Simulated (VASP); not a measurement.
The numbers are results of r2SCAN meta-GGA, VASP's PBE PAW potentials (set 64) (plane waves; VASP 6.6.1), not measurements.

VASP input:

**POSCAR**
```
RbBr(110) slab
1
    4.8951500136     0.0000000000     0.0000000000
    0.0000000000     6.9227871447     0.0000000000
    0.0000000000     0.0000000000    24.8616788730
Rb Br
4 4
Direct
  0.0000000000   0.0000000000   0.3552731369
  0.5000000000   0.5000000000   0.4477688291
  0.0000000000   0.0000000000   0.5522311709
  0.5000000000   0.5000000000   0.6447268631
  0.5000000000   0.0000000000   0.4485897109
  0.0000000000   0.5000000000   0.3537913412
  0.5000000000   0.0000000000   0.6462086588
  0.0000000000   0.5000000000   0.5514102891
```

KPOINTS:
```
Regular mesh
0
gamma
  4 3 1
0 0 0
```

INCAR:
```
SYSTEM  =  RbBr(110) slab
PREC  =  Normal; ENCUT  =  400; LREAL  =  .FALSE.
LASPH  =  .TRUE.
EDIFF  =  1E-6; NELM  =  100; NELMIN  =  4
ALGO  =  Normal; LMAXMIX  =  4; LMIXTAU  =  .TRUE.
ISMEAR  =  0; SIGMA  =  0.05
METAGGA  =  R2SCAN
LWAVE  =  .FALSE.; LCHARG  =  .FALSE.; LORBIT  =  11
LVHAR  =  .TRUE.
DIPOL  =  0.5 0.5 0.5
LDIPOL  =  .TRUE.; IDIPOL  =  3
```

POTCAR, in this order: Rb_sv Br (PBE.64 set). Program: vasp_std. Read from the step before: WAVECAR.

The resulting files:

### OSZICAR
```
       N       E                     dE             d eps       ncg     rms          rms(c)
DAV:   1    -0.123664905516E+03   -0.12366E+03   -0.75225E-06   504   0.183E-02    0.639E-04
DAV:   2    -0.123664906191E+03   -0.67551E-06   -0.35313E-07   324   0.444E-03    0.260E-04
DAV:   3    -0.123664906033E+03    0.15849E-06   -0.14836E-07   276   0.270E-03    0.137E-04
DAV:   4    -0.123664906176E+03   -0.14364E-06   -0.17461E-07   264   0.324E-03
   1 F= -.12366491E+03 E0= -.12366491E+03  d E =-.182350E-13
```

**OUTCAR**
```
------------------------ aborting loop because EDIFF is reached ----------------------------------------
  FORCE on cell =-STRESS in cart. coord.  units (eV):
  Direction    XX          YY          ZZ          XY          YZ          ZX
  --------------------------------------------------------------------------------------
  Total        0.7891138     -2.1031013     -0.3325398      0.0000000      0.0000000      0.0000000
  in kB        1.5006272     -3.9993862     -0.6323780      0.0000000      0.0000000      0.0000000
  external PRESSURE =      -1.0437123 kB  Pullay stress =       0.0000000 kB
  volume of cell :      842.51
      direct lattice vectors                 reciprocal lattice vectors
     4.895150014  0.000000000  0.000000000     0.204283831  0.000000000  0.000000000
     0.000000000  6.922787145  0.000000000     0.000000000  0.144450491  0.000000000
     0.000000000  0.000000000 24.861678873     0.000000000  0.000000000  0.040222545
 POSITION                                       TOTAL-FORCE (eV/Angst)
 -----------------------------------------------------------------------------------
      0.00000      0.00000      8.83269         0.000000      0.000000      0.026921
      2.44758      3.46139     11.13228         0.000000      0.000000      0.020501
      0.00000      0.00000     13.72939         0.000000      0.000000     -0.020501
      2.44758      3.46139     16.02899         0.000000      0.000000     -0.026921
      2.44758      0.00000     11.15269         0.000000      0.000000      0.014334
      0.00000      3.46139      8.79585         0.000000      0.000000     -0.008660
      2.44758      0.00000     16.06583         0.000000      0.000000      0.008660
      0.00000      3.46139     13.70899         0.000000      0.000000     -0.014334
 -----------------------------------------------------------------------------------
    total drift:                                0.000000      0.000000      0.000000
  FREE ENERGIE OF THE ION-ELECTRON SYSTEM (eV)
  ---------------------------------------------------
  free  energy   TOTEN  =      -123.6649061762 eV

  energy  without entropy=     -123.6649061762  energy(sigma->0) =     -123.66490618

 total charge

# of ion       s       p       d       tot
------------------------------------------
    1        1.939   5.410   0.018   7.368
    2        1.941   5.411   0.020   7.372
    3        1.941   5.411   0.020   7.372
    4        1.939   5.410   0.018   7.368
    5        1.594   3.332   0.001   4.927
    6        1.593   3.320   0.001   4.914
    7        1.593   3.320   0.001   4.914
    8        1.594   3.332   0.001   4.927
--------------------------------------------------
tot         14.133  34.948   0.080  49.161
```
(Selected blocks of OUTCAR.)

The cell is a thin slab with vacuum, built from RbBr (rock salt): (110) face.
